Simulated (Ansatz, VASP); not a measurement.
# CaGe23O47 (glassy 96GeO2-4CaO (mol %)) in two plane-wave programs

Aim: how closely do two programs agree when they are given the same cell, functional and k mesh? Of the first pair: The structure shown is the start of the Ansatz relaxation below; VASP solves that cell, so the two are compared at the walk's first step.

Method: plane waves, with VASP 6.6.1 beside it; single point at PBE, in Ansatz 0.2.0.

### 1. The structure

The cell holds 71 atoms: 23 Ge, 1 Ca and 47 O. Its edges and angles: a = 10.460 Å, b = 10.460 Å, c = 10.460 Å, α = 90.0°, β = 90.0°, γ = 90.0°. As first built, before any earlier steps moved the atoms (in the runner's words): 71 atoms (23 Ge, 1 Ca, 47 O) placed at random at 3.67 g/cm^3, melted at 4000 K for 10 ps at fixed volume with the Morse and Coulomb pair potential with partial charges (Pedone, Malavasi, Menziani, Cormack and Segre, J. Phys. Chem. B 110, 11780 (2006)). Quenched from 2500 K to 300 K at 500 K/ps and fixed volume, held 10 ps at zero pressure.

### 2. Ansatz: relaxation, PBE

Ansatz runs on its default PAW (the set named soft_2) files.

The two programs are compared at the cell with which this relaxation starts, whose forces are those of its first step.

File input.yaml:

```yaml
crystal:
  lattice:
    - [10.4603, 0.0, 0.0]
    - [0.0, 10.4603, 0.0]
    - [0.0, 0.0, 10.4603]
  atoms:
    - { symbol: Ge, position: [0.54311, 0.58149, 0.67027] }
    - { symbol: Ge, position: [0.39802, 0.53666, 0.38632] }
    - { symbol: Ge, position: [0.08729, 0.19998, 0.13171] }
    - { symbol: Ge, position: [0.77224, 0.09098, 0.42404] }
    - { symbol: Ge, position: [0.54998, 0.10895, 0.19487] }
    - { symbol: Ge, position: [0.98589, 0.81297, 0.76214] }
    - { symbol: Ge, position: [0.2109, 0.44604, 0.97711] }
    - { symbol: Ge, position: [0.38192, 0.32164, 0.76728] }
    - { symbol: Ge, position: [0.1301, 0.74995, 0.03668] }
    - { symbol: Ge, position: [0.41706, 0.87044, 0.72968] }
    - { symbol: Ge, position: [0.91619, 0.58849, 0.20168] }
    - { symbol: Ge, position: [0.33883, 0.05522, 0.9796] }
    - { symbol: Ge, position: [0.49447, 0.40186, 0.13068] }
    - { symbol: Ge, position: [0.79971, 0.07086, 0.02704] }
    - { symbol: Ge, position: [0.28879, 0.94697, 0.43637] }
    - { symbol: Ge, position: [0.72073, 0.01015, 0.73278] }
    - { symbol: Ge, position: [0.39238, 0.78933, 0.19672] }
    - { symbol: Ge, position: [0.69193, 0.75715, 0.08702] }
    - { symbol: Ge, position: [0.24762, 0.2614, 0.4724] }
    - { symbol: Ge, position: [0.8625, 0.60575, 0.58175] }
    - { symbol: Ge, position: [0.75256, 0.49475, 0.95092] }
    - { symbol: Ge, position: [0.97028, 0.34678, 0.40426] }
    - { symbol: Ge, position: [0.99591, 0.85947, 0.46247] }
    - { symbol: Ca, position: [0.01148, 0.39475, 0.72119] }
    - { symbol: O, position: [0.16586, 0.60011, 0.97512] }
    - { symbol: O, position: [0.75179, 0.91105, 0.05957] }
    - { symbol: O, position: [0.34774, 0.94485, 0.85586] }
    - { symbol: O, position: [0.89967, 0.457, 0.53656] }
    - { symbol: O, position: [0.09119, 0.29661, 0.52754] }
    - { symbol: O, position: [0.45522, 0.02162, 0.09011] }
    - { symbol: O, position: [0.39062, 0.20144, 0.88714] }
    - { symbol: O, position: [0.46148, 0.57031, 0.52862] }
    - { symbol: O, position: [0.74054, 0.0808, 0.58502] }
    - { symbol: O, position: [0.78306, 0.08666, 0.85962] }
    - { symbol: O, position: [0.10696, 0.34372, 0.04713] }
    - { symbol: O, position: [0.34509, 0.6635, 0.30453] }
    - { symbol: O, position: [0.4954, 0.43343, 0.7438] }
    - { symbol: O, position: [0.35808, 0.89375, 0.57998] }
    - { symbol: O, position: [0.6755, 0.15448, 0.08757] }
    - { symbol: O, position: [0.04894, 0.81948, 0.90825] }
    - { symbol: O, position: [0.14147, 0.88495, 0.40186] }
    - { symbol: O, position: [0.39698, 0.90992, 0.31887] }
    - { symbol: O, position: [0.70082, 0.65614, 0.95849] }
    - { symbol: O, position: [0.27201, 0.80894, 0.093] }
    - { symbol: O, position: [0.83165, 0.87869, 0.74316] }
    - { symbol: O, position: [0.56782, 0.94129, 0.74355] }
    - { symbol: O, position: [0.84829, 0.23491, 0.39649] }
    - { symbol: O, position: [0.51002, 0.4899, 0.27354] }
    - { symbol: O, position: [0.92486, 0.71502, 0.47588] }
    - { symbol: O, position: [0.35287, 0.44487, 0.05592] }
    - { symbol: O, position: [0.23978, 0.40447, 0.81381] }
    - { symbol: O, position: [0.47697, 0.25124, 0.1966] }
    - { symbol: O, position: [0.0788, 0.25584, 0.28562] }
    - { symbol: O, position: [0.46272, 0.70879, 0.7387] }
    - { symbol: O, position: [0.29522, 0.41008, 0.41407] }
    - { symbol: O, position: [0.61926, 0.42559, 0.02714] }
    - { symbol: O, position: [0.82316, 0.43571, 0.821] }
    - { symbol: O, position: [0.33559, 0.26107, 0.62081] }
    - { symbol: O, position: [0.27338, 0.11272, 0.41859] }
    - { symbol: O, position: [0.53126, 0.75589, 0.13245] }
    - { symbol: O, position: [0.04206, 0.88768, 0.62324] }
    - { symbol: O, position: [0.70274, 0.61146, 0.63326] }
    - { symbol: O, position: [0.64014, 0.07454, 0.33163] }
    - { symbol: O, position: [0.03428, 0.70822, 0.16142] }
    - { symbol: O, position: [0.94329, 0.12143, 0.09381] }
    - { symbol: O, position: [0.87284, 0.51238, 0.06804] }
    - { symbol: O, position: [0.95804, 0.4749, 0.30069] }
    - { symbol: O, position: [0.78389, 0.6902, 0.20373] }
    - { symbol: O, position: [0.20825, 0.11248, 0.05759] }
    - { symbol: O, position: [0.97023, 0.65444, 0.71274] }
    - { symbol: O, position: [0.87506, 0.96123, 0.41186] }
kpoints:
  mp_grid: { grid: [1, 1, 1] }
hamiltonian:
  xc: pbe
scf:
  occupations: { method: fermi_dirac, width: 0.05 }
output:
  forces: true
relax:
  f_tol: 0.05
  max_steps: 150
  cell: {}
```

Started as:

```
$ ansatz run input.yaml --threads 4 --pin off --max-ram 8192MiB --backend cpu --events-out ev --progress --plain --runs-dir out
```

Numbers of over 12 decimals in the logs are rounded to 6 here.

Output:

```text
Engine: ansatz 0.2.0, aarch64-unknown-linux-gnu
Pseudopotentials: kind: paw
Pseudopotential: Ge, paw, valence charge 14, recommended cutoff 420 eV (normal), Ge.paw.azcp
Pseudopotential: Ca, paw, valence charge 10, recommended cutoff 420 eV (normal), Ca.paw.azcp
Pseudopotential: O, paw, valence charge 6, recommended cutoff 420 eV (normal), O.paw.azcp
Functional definition: PBE
  parameter kappa = 0.804
  parameter beta = 0.066725
  exchange = pbe_x(kappa = kappa, mu = beta*pi^2/3)
  correlation = pbe_c(beta = beta)
Crystal: 71 atoms, lattice volume = 1144.544 Å³
Basis set: ecut = 420 eV, 22335 PW (Γ), exchange–correlation on 144×144×144 points (8 copies of the dense FFT grid, shifted against one another)
Bands: 378, of which v1, the nominal top of the filled ones, is band 307 counted from 1 (306 counted from 0)
Symmetry: 1 space group operations
Space group: P1 (ITA 1), of the structure as read, at distance tolerance 1.0e-4 Å
k-points: 1
Non-local potential: Ge, projectors of the file, l = 0: 2, l = 1: 2, l = 2: 3, l = 3: 1
Non-local potential: Ca, projectors of the file, l = 0: 3, l = 1: 2, l = 2: 2
Non-local potential: O, projectors of the file, l = 0: 2, l = 1: 2, l = 2: 1
PAW form: soft (Blöchl's): semilocal exchange-correlation on the pseudo side does not see the compensation charge
PAW one-centre angular grid: Ge, 590 points (default); XC on 64 Gauss nodes
PAW one-centre angular grid: Ca, 110 points (default); XC on 64 Gauss nodes
PAW one-centre angular grid: O, 110 points (default); XC on 64 Gauss nodes
Initial density: superposition of atomic densities (neutral atoms: chi_scale 0, normalization atom), corrected by the library's trained network
Initial wavefunctions: pseudopotential atomic-orbital guess
Functional: x = pbe(κ = 0.804, μ = 0.219515), c = pbe(β = 0.066725)
SCF iter   1: F=—  HF=-127255.403522 eV  |F-HF|=—  |Δ(HF+E_count)|=         —  Δρ=3.03e-3  dr2=9.55e-2  ethr=1.77e-3  ⟨swp⟩=7.0  Hψ=1610  notcnv=0  defer=10
preconditioner: auto → Resta (q_TF=auto, 2.459 Å⁻¹)  ε∞=2.7  [insulator: Δε(μ)=1.687 eV  Ē_g=20.789 eV  σ=0.050 eV  W_gap=1.00  n_scr=256 (ndim 8)  ℏωp=27.2 eV  f_vac=0.288  D(μ)=0.00/eV (n_scr^D=0)  ε∞_Penn≈2.7]
SCF iter   2: F=—  HF=-127255.403366 eV  |F-HF|=—  |Δ(HF+E_count)|=   1.56e-4  Δρ=1.58e-3  dr2=1.87e-2  ethr=1.56e-5  ⟨swp⟩=2.0  Hψ=623  notcnv=0  defer=59
SCF iter   3: F=—  HF=-127255.404731 eV  |F-HF|=—  |Δ(HF+E_count)|=   1.37e-3  Δρ=6.47e-4  dr2=5.24e-3  ethr=3.04e-6  ⟨swp⟩=2.0  Hψ=459  notcnv=0  defer=59
SCF iter   4: F=—  HF=-127255.405123 eV  |F-HF|=—  |Δ(HF+E_count)|=   3.93e-4  Δρ=2.02e-4  dr2=5.21e-4  ethr=8.54e-7  ⟨swp⟩=2.0  Hψ=511  notcnv=0  defer=59
SCF iter   5: F=—  HF=-127255.405159 eV  |F-HF|=—  |Δ(HF+E_count)|=   3.56e-5  Δρ=1.16e-4  dr2=1.60e-4  ethr=8.49e-8  ⟨swp⟩=2.0  Hψ=511  notcnv=0  defer=59
SCF iter   6: F=—  HF=-127255.405132 eV  |F-HF|=—  |Δ(HF+E_count)|=   2.71e-5  Δρ=3.35e-5  dr2=1.28e-5  ethr=2.60e-8  ⟨swp⟩=2.0  Hψ=459  notcnv=0  defer=59
SCF iter   7: F=—  HF=-127255.406377 eV  |F-HF|=—  |Δ(HF+E_count)|=   1.25e-3  Δρ=1.95e-5  dr2=3.78e-6  ethr=2.09e-9  ⟨swp⟩=2.0  Hψ=685  notcnv=0  defer=63
SCF iter   8: F=—  HF=-127255.406378 eV  |F-HF|=—  |Δ(HF+E_count)|=   1.82e-7  Δρ=5.04e-6  dr2=2.94e-7  ethr=6.15e-10  ⟨swp⟩=2.0  Hψ=483  notcnv=0  defer=63
SCF iter   9: F=-127255.406378 eV  HF=-127255.406378 eV  |F-HF|=3.62e-8  |Δ(HF+E_count)|=   1.06e-7  Δρ=2.57e-6  dr2=7.03e-8  ethr=1.63e-11  ⟨swp⟩=4.0  Hψ=1138  notcnv=0
SCF 1 converged in 9 iterations: F = -127255.406378 eV  dr2 = 7.03e-8
  greatest PAW one-centre occupation: 0.999 electrons in one spin orbital (limit 2), on the Ge atom at site 21 (counted from 0), in its partial waves of l = 2
relax step   1: F+E_penalty+E_count = -127255.40637768 eV  Δ(F+E_penalty+E_count) = +0.000e0 eV  max|allowed force component| = 4.335e0 eV/Å  Δτ_max = 0.0000 Å  P = +5.492 GPa  Ω = 1144.544 Å³  (9 SCF iters, dr2 threshold 1.00e-7 eV, accepted)
Crystal: 71 atoms, lattice volume = 1143.149 Å³
Basis set: ecut = 420 eV, 22375 PW (Γ), exchange–correlation on 144×144×144 points (8 copies of the dense FFT grid, shifted against one another)
Initial density: handed on by an earlier stage of this run
Initial wavefunctions: those handed on with the density
iter 1 solved again at ethr=3.73e-4 eV; its pass at ethr=3.10e-3 eV (dr2=2.29e0 eV) is discarded
SCF iter   1: F=—  HF=-127261.197594 eV  |F-HF|=—  |Δ(HF+E_count)|=         —  Δρ=2.45e-2  dr2=2.31e0  ethr=3.73e-4  ⟨swp⟩=4.0  Hψ=1734  notcnv=0
preconditioner: auto → Resta (q_TF=auto, 2.460 Å⁻¹)  ε∞=2.7  [insulator: Δε(μ)=1.922 eV  Ē_g=20.769 eV  σ=0.050 eV  W_gap=1.00  n_scr=258 (ndim 8)  ℏωp=27.2 eV  f_vac=0.283  D(μ)=0.00/eV (n_scr^D=0)  ε∞_Penn≈2.7]
SCF iter   2: F=—  HF=-127260.776983 eV  |F-HF|=—  |Δ(HF+E_count)|=   4.21e-1  Δρ=1.17e-2  dr2=5.05e-1  ethr=3.73e-4  ⟨swp⟩=4.0  Hψ=784  notcnv=0
[...]
atom  29  O      0.00557358    -0.00522660    -0.00350310
  atom  30  O      0.00383486    -0.00117312     0.00225131
  atom  31  O      0.00265350    -0.00244992     0.00063104
  atom  32  O     -0.00085191    -0.00093957    -0.00516560
  atom  33  O      0.00724315     0.01001183     0.00214236
  atom  34  O      0.00814794     0.01013432    -0.00314673
  atom  35  O     -0.00201897    -0.00556723     0.00412789
  atom  36  O      0.00242563     0.00021989    -0.00090082
  atom  37  O      0.00134969     0.00092598     0.00222284
  atom  38  O      0.01274315     0.01313348     0.00060690
  atom  39  O     -0.00313298    -0.00221950    -0.00119689
  atom  40  O     -0.00391520     0.00297366    -0.00250209
  atom  41  O      0.00150047     0.00193018    -0.00199228
  atom  42  O     -0.00112128    -0.00033626     0.00074543
  atom  43  O      0.00107202    -0.01023031    -0.00468841
  atom  44  O      0.00291811     0.00132195     0.00150529
  atom  45  O      0.00291673     0.00488071     0.00100660
  atom  46  O      0.00901982     0.00114283    -0.00362301
  atom  47  O      0.00104954     0.00828385    -0.00111968
  atom  48  O     -0.00311029    -0.00128339    -0.00232191
  atom  49  O      0.00407515    -0.00307961    -0.00431020
  atom  50  O      0.00116741    -0.00649468     0.00270365
  atom  51  O      0.00088112    -0.00477114     0.00067408
  atom  52  O      0.00637897    -0.00451869    -0.00258967
[...]
atom  64  O     -0.00391791    -0.00545953     0.00734333
  atom  65  O     -0.00496597    -0.00142248    -0.00518926
  atom  66  O     -0.00521494     0.00179384    -0.00942161
  atom  67  O      0.00264188    -0.00573379     0.00535207
  atom  68  O     -0.00299911     0.00495082    -0.00653434
  atom  69  O     -0.00051535     0.00322623     0.00049476
  atom  70  O     -0.00420699     0.00536857    -0.00509402
  atom  71  O     -0.00162984    -0.00317555     0.00364105
  max |Σ_I F_I| component: 1.13e-5 eV/Å
--- Stress (GPa, compression-positive) ---
       -0.017647      -0.000786      -0.007031
       -0.000786      -0.014639       0.003414
       -0.007031       0.003414      -0.013267
  P = ⅓ Tr σ = -0.0152 GPa (-0.152 kbar)
--- Relaxed structure (17 steps of the walk, 16 accepted, 3 SCFs on fresh bases) ---
  F+E_penalty+E_count = -127265.56868659 eV   max|allowed force component| = 2.133e-2 eV/Å   (the final SCF, on the basis selected at the relaxed cell)
  cell:  # Å, volume = 1078.0911 Å³
    - [10.232552, -0.114757, -0.147459]
    - [-0.114757, 10.249826, 0.088688]
    - [-0.147459, 0.088688, 10.283254]
  atoms:
    - { symbol: Ge, position: [0.522064, 0.606639, 0.658726] }
    - { symbol: Ge, position: [0.385846, 0.537097, 0.378136] }
    - { symbol: Ge, position: [0.093800, 0.197733, 0.119058] }
    - { symbol: Ge, position: [0.791566, 0.089715, 0.417216] }
    - { symbol: Ge, position: [0.593557, 0.114568, 0.175189] }
    - { symbol: Ge, position: [0.955318, 0.795935, 0.764364] }
    - { symbol: Ge, position: [0.211045, 0.441989, 0.975086] }
    - { symbol: Ge, position: [0.383959, 0.335143, 0.763293] }
    - { symbol: Ge, position: [0.110112, 0.740972, 0.035760] }
    - { symbol: Ge, position: [0.440097, 0.901052, 0.741756] }
    - { symbol: Ge, position: [0.903724, 0.591262, 0.212413] }
    - { symbol: Ge, position: [0.360935, 0.082446, 0.971934] }
    - { symbol: Ge, position: [0.494263, 0.403562, 0.152681] }
    - { symbol: Ge, position: [0.824682, 0.056476, 0.016702] }
    - { symbol: Ge, position: [0.301620, 0.943460, 0.435090] }
    - { symbol: Ge, position: [0.739593, 0.00747273, 0.728555] }
    - { symbol: Ge, position: [0.377507, 0.781468, 0.193119] }
    - { symbol: Ge, position: [0.686671, 0.748592, 0.089790] }
    - { symbol: Ge, position: [0.244947, 0.255709, 0.484071] }
    - { symbol: Ge, position: [0.843967, 0.596655, 0.576327] }
    - { symbol: Ge, position: [0.750308, 0.482295, 0.971647] }
    - { symbol: Ge, position: [0.971685, 0.346151, 0.396207] }
    - { symbol: Ge, position: [1.005002, 0.859716, 0.482369] }
    - { symbol: Ca, position: [-0.020860, 0.368367, 0.747797] }
    - { symbol: O, position: [0.130901, 0.590893, 0.957870] }
    - { symbol: O, position: [0.744107, 0.909753, 0.061708] }
    - { symbol: O, position: [0.322605, 0.966439, 0.846653] }
    - { symbol: O, position: [0.882463, 0.433762, 0.550220] }
    - { symbol: O, position: [0.081036, 0.289707, 0.530364] }
    - { symbol: O, position: [0.489810, 0.017374, 0.070945] }
    - { symbol: O, position: [0.418874, 0.233604, 0.900256] }
    - { symbol: O, position: [0.403544, 0.613357, 0.529835] }
    - { symbol: O, position: [0.751758, 0.099575, 0.583633] }
    - { symbol: O, position: [0.841094, 0.089229, 0.846599] }
    - { symbol: O, position: [0.085175, 0.318425, -0.012468] }
    - { symbol: O, position: [0.300693, 0.647243, 0.274526] }
    - { symbol: O, position: [0.512184, 0.450012, 0.736533] }
    - { symbol: O, position: [0.396495, 0.920337, 0.577329] }
    - { symbol: O, position: [0.724097, 0.176938, 0.080074] }
    - { symbol: O, position: [0.022510, 0.835584, 0.917165] }
    - { symbol: O, position: [0.159830, 0.842545, 0.414250] }
    - { symbol: O, position: [0.408128, 0.903760, 0.309583] }
    - { symbol: O, position: [0.735400, 0.658502, 0.954236] }
    - { symbol: O, position: [0.256189, 0.826770, 0.074486] }
    - { symbol: O, position: [0.791546, 0.844497, 0.729991] }
    - { symbol: O, position: [0.576715, 1.005107, 0.777751] }
    - { symbol: O, position: [0.826608, 0.250976, 0.364880] }
    - { symbol: O, position: [0.528380, 0.500346, 0.292559] }
[...]
- { symbol: O, position: [0.010363, 0.723425, 0.169930] }
    - { symbol: O, position: [0.980417, 0.067878, 0.090327] }
    - { symbol: O, position: [0.867121, 0.463020, 0.103710] }
    - { symbol: O, position: [0.993508, 0.508555, 0.335325] }
    - { symbol: O, position: [0.755324, 0.676201, 0.234658] }
    - { symbol: O, position: [0.242766, 0.118487, 0.087240] }
    - { symbol: O, position: [0.945960, 0.627988, 0.721618] }
    - { symbol: O, position: [0.930250, 0.992391, 0.400171] }
```

(Part 1 of 3 ends here.)

[Lines on the potential files, build, host, timing and source positions are cut from VASP's logs without a mark.]

[Logs are printed without paths, hosts, clocks, repeated set-up lines and the standing remarks that a program may print on its own settings, such as how far it seeks lower states.]

[Hosts, paths, dates, database ids (printed as entryN), source tags and the programs' standing remarks are cut or masked in the printed files.]
